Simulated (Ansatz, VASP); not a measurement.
Two plane-wave programs on In2PtSe5

```
In Pt Se
1.0
     3.96104    0.00000    0.00000
    -1.98052    3.43037    0.00000
     0.00000    0.00000   15.66489
In Pt Se
2 1 5
Direct
  0.33333 0.66667 0.64377
  0.66667 0.33333 0.37206
  0.00000 0.00000 0.01037
  0.66667 0.33333 0.93341
  0.33333 0.66667 0.08761
  0.00000 0.00000 0.72720
  0.33333 0.66667 0.48094
  0.00000 0.00000 0.28263
```

Alike in both runs: functional PBE; k mesh 4 × 4 × 1; occupations gaussian, width 0.15 eV; no spin polarisation.

Ansatz relaxed the structure, and its values are those at the end. VASP's run is a single point on that final structure, the one shown.

|  | VASP | Ansatz |
| --- | --- | --- |
| version | VASP 6.6.1 | Ansatz 0.2.0 |
| potentials or method | VASP PAW PBE potentials, release 64 (In_d, Pt, Se) | scalar-relativistic, plane waves, PAW |
| plane-wave cutoff (eV) | 520 | 420 |
| valence electrons in the cell | 66 | 124 |

```tsv
	VASP	Ansatz	Ansatz less VASP
gap on the k mesh at the Fermi level (eV)	0.89	0.90	+0.009
least direct gap on the mesh (eV)	1.04	1.05	+0.008
pressure (GPa)	0.0	-0.1	-0.02
rms of the force components (eV/Å)	0.018	0.017	-0.0012
```

The two sets of potentials don't hold the same shells in valence.

Caveats: the k mesh is coarse (spacing up to 0.46 Å⁻¹), so the values aren't converged; spin-orbit coupling is left out, which moves the levels of the heavy elements; an odd mesh through Γ misses points on the zone boundary, where band edges often lie; this functional lacks dispersion, which binds the layers, so the pressure and a relaxed spacing across them are unreliable. Expect the measured gap to be larger: semilocal functionals such as PBE lack the derivative discontinuity.
